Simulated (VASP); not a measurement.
**HfIn4SiO6 under changes of volume**

One of the cells (15.763 Å³/atom); the others are scaled copies at fixed shape and fractional positions:

```
Hf In Si O
1.0
     2.43013   -8.17513   -0.00008
     2.43013    8.17513   -0.00008
    -1.00253    0.00000    4.76066
Hf In Si O
1 4 1 6
Direct
  0.00000 0.00000 0.00000
  0.66331 0.33669 0.00000
  0.16209 0.83791 0.50000
  0.33669 0.66331 0.00000
  0.83791 0.16209 0.50000
  0.50000 0.50000 0.50000
  0.73030 0.73030 0.27048
  0.26970 0.26970 0.72952
  0.19567 0.35702 0.27610
  0.64298 0.80433 0.72390
  0.80433 0.64298 0.72390
  0.35702 0.19567 0.27610
```

The cell was built by a generator and needn't be a form met in nature.

| Item | Value |
| --- | --- |
| Program | VASP 6.6.1 |
| Functional | PBE |
| Potentials or basis | VASP PAW PBE potentials, release 64 (Hf_pv, In_d, Si, O) |
| Cutoff | 520 eV |
| k mesh | 6 × 6 × 6 |
| Occupations | fermi-dirac, width 0.05 eV |
| Spin | no spin polarisation |

| volume (Å³/atom) | energy over the lowest point (meV/atom) | pressure (GPa) | largest force (eV/Å) |
| --- | --- | --- | --- |
| 14.527 | 18.93 | 7.8 | 0.457 |
| 14.836 | 6.64 | 4.7 | 0.295 |
| 15.145 | 0.00 | 1.9 | 0.217 |
| 15.763 | 1.29 | -2.7 | 0.268 |
| 16.072 | 8.19 | -4.7 | 0.391 |
| 16.381 | ? | ? | ? |

Question: What does the run at 16.381 Å³/atom give?

Answer: Energy over the lowest point 18.70 meV/atom; pressure -6.5 GPa; largest force 0.505 eV/Å.

Worked out: A Birch-Murnaghan fit of order 3 (a polynomial in V^(-2/3)) to the other rows has its minimum at 15.40 Å³/atom with B0 = V·E''(V) = 118 GPa and B' = 4.7 at fixed shape and positions, which overstates the stiffness. It gives 18.67 meV/atom at 16.381 Å³/atom, against the run's 18.70, and -dE/dV = -6.3 GPa, against -6.5.

Energies are extrapolated to zero smearing.
